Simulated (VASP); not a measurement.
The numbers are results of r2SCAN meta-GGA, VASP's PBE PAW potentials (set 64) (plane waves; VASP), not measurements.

The input files of a VASP run:

INCAR:
```
# general
SYSTEM  = SrO
PREC    = Accurate
ENCUT   = 520
LREAL   = .FALSE.
LASPH   = .TRUE.

# electronic loop
EDIFF   = 1E-8
NELM    = 100   # most electronic steps
ALGO    = Normal
LMAXMIX = 4
LMIXTAU = .TRUE.

# smearing
ISMEAR  = 0
SIGMA   = 0.05

# functional
METAGGA = R2SCAN

# ions
IBRION  = 1   # quasi-Newton
NSW     = 30
ISIF    = 2
EDIFFG  = -0.001

# output
LWAVE   = .FALSE.
LCHARG  = .FALSE.
```

POSCAR:
```
SrO
1
   -0.0000000000     2.5846390158     2.5846390158
    2.5846390158     0.0000000000     2.5846390158
    2.5846390158     2.5846390158     0.0000000000
Sr O
1 1
Direct
  0.0000000000   0.0000000000   0.0000000000
  0.5000000000   0.5000000000   0.5000000000
```

**KPOINTS**
```
Automatic mesh
0
Gamma
8 8 8
0 0 0
```

POTCAR, in this order: Sr_sv O (PBE.64 set). Program: vasp_std.

The resulting files:

OSZICAR:
```
       N       E                     dE             d eps       ncg     rms          rms(c)
DAV:   1     0.605204447866E+02    0.60520E+02   -0.90714E+03   696   0.134E+03
DAV:   2    -0.308851327369E+02   -0.91406E+02   -0.83991E+02   984   0.258E+02
DAV:   3    -0.346140516825E+02   -0.37289E+01   -0.37076E+01   924   0.519E+01
DAV:   4    -0.347140163268E+02   -0.99965E-01   -0.99907E-01   964   0.738E+00
DAV:   5    -0.347173888663E+02   -0.33725E-02   -0.33725E-02   912   0.927E-01    0.160E+01
DAV:   6    -0.268595901248E+02    0.78578E+01   -0.66428E+00   844   0.211E+01    0.146E+01
DAV:   7    -0.268378199381E+02    0.21770E-01   -0.44408E-01   908   0.736E+00    0.867E+00
DAV:   8    -0.279878057525E+02   -0.11500E+01   -0.51209E-01   724   0.966E+00    0.127E+00
DAV:   9    -0.267513630561E+02    0.12364E+01   -0.34346E-01   720   0.813E+00    0.341E-01
DAV:  10    -0.270614624013E+02   -0.31010E+00   -0.15501E-01   728   0.474E+00    0.265E-01
DAV:  11    -0.270542345199E+02    0.72279E-02   -0.32585E-03  1012   0.744E-01    0.157E-01
DAV:  12    -0.270525380296E+02    0.16965E-02   -0.20694E-03   848   0.549E-01    0.159E-01
DAV:  13    -0.270545221052E+02   -0.19841E-02   -0.31568E-03   716   0.778E-01    0.737E-02
DAV:  14    -0.270548681545E+02   -0.34605E-03   -0.27872E-04   768   0.206E-01    0.574E-02
DAV:  15    -0.270554803001E+02   -0.61215E-03   -0.52356E-04   732   0.316E-01    0.881E-02
DAV:  16    -0.270561807767E+02   -0.70048E-03   -0.30260E-04   700   0.241E-01    0.281E-02
DAV:  17    -0.270561850614E+02   -0.42847E-05   -0.10718E-05  1004   0.357E-02    0.354E-02
DAV:  18    -0.270561762490E+02    0.88124E-05   -0.22783E-05   716   0.442E-02    0.155E-02
DAV:  19    -0.270561721041E+02    0.41450E-05   -0.19040E-06   832   0.167E-02    0.110E-02
DAV:  20    -0.270561737018E+02   -0.15977E-05   -0.23973E-06   804   0.139E-02    0.707E-03
DAV:  21    -0.270561727149E+02    0.98685E-06   -0.28503E-07   864   0.569E-03    0.524E-03
DAV:  22    -0.270561727524E+02   -0.37508E-07   -0.66164E-08   784   0.317E-03    0.264E-03
DAV:  23    -0.270561731035E+02   -0.35104E-06   -0.10134E-07   712   0.424E-03    0.830E-04
DAV:  24    -0.270561731659E+02   -0.62436E-07   -0.78619E-09   452   0.102E-03    0.844E-04
DAV:  25    -0.270561731440E+02    0.21871E-07   -0.10593E-08   480   0.132E-03    0.180E-04
DAV:  26    -0.270561733003E+02   -0.15626E-06   -0.40951E-09   364   0.595E-04    0.793E-05
DAV:  27    -0.270561732933E+02    0.70138E-08   -0.57754E-10   360   0.217E-04
   1 F= -.27056173E+02 E0= -.27056173E+02  d E =-.270562E+02
```

File OUTCAR:
```
------------------------ aborting loop because EDIFF is reached ----------------------------------------
  FORCE on cell =-STRESS in cart. coord.  units (eV):
  Direction    XX          YY          ZZ          XY          YZ          ZX
  --------------------------------------------------------------------------------------
  Total        0.0009994      0.0009994      0.0009994     -0.0000000      0.0000000      0.0000000
  in kB        0.0463682      0.0463682      0.0463682     -0.0000000      0.0000000      0.0000000
  external PRESSURE =       0.0463682 kB  Pullay stress =       0.0000000 kB
  volume of cell :       34.53
      direct lattice vectors                 reciprocal lattice vectors
     0.000000000  2.584639016  2.584639016    -0.193450612  0.193450612  0.193450612
     2.584639016  0.000000000  2.584639016     0.193450612 -0.193450612  0.193450612
     2.584639016  2.584639016  0.000000000     0.193450612  0.193450612 -0.193450612
  FREE ENERGIE OF THE ION-ELECTRON SYSTEM (eV)
  ---------------------------------------------------
  free  energy   TOTEN  =       -27.0561732933 eV

  energy  without entropy=      -27.0561732933  energy(sigma->0) =      -27.05617329

 reached required accuracy - stopping structural energy minimisation
```
(Selected blocks of OUTCAR.)

The compound is SrO in the rock salt structure. It was relaxed first. The start is the result of an earlier pass.
